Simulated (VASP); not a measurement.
InP (zinc blende), at 0.96 of the tabulated volume:

```
CELL_PARAMETERS angstrom
      0.00000     2.89533     2.89533
      2.89533     0.00000     2.89533
      2.89533     2.89533     0.00000
ATOMIC_POSITIONS crystal
  In 0.00000 0.00000 0.00000
  P  0.25000 0.25000 0.25000
```

The lowest empty band near Γ, direction [110], from mBJ (TB09) with spin-orbit coupling in VASP (PAW); its two spin partners are averaged. The gap over the points computed is 1.84 eV, and the next band on that side lies 2.59 eV away at the edge.

Settings: 400 eV cut-off, 9×9×9 Γ-centred mesh, Gaussian smearing of 0.050 eV, potentials In_d P.

```tsv
distance from the edge in k (1/Å)	distance in energy (meV)
0.012	4.1
0.018	9.2
0.025	17.5
0.035	34.1
0.050	67.7
0.070	126.8
```

Fit E(1 + αE) = ħ²k²/2m* (ħ²/2m0 = 3.810 eV Å²) and predict the row at 0.095 1/Å.

Least squares on the energies gives the electron mass m* = 0.133 m0 and α = 0.82 per eV, and so 218.6 meV. The run gave 218.0 meV, -0.6 meV from the fit.

Left out are points under 3 meV from the edge, since the levels carry 0.1 meV, and points farther than half the way to the next band.

The compound is InP in the zinc blende structure. The cell was not relaxed at this level.
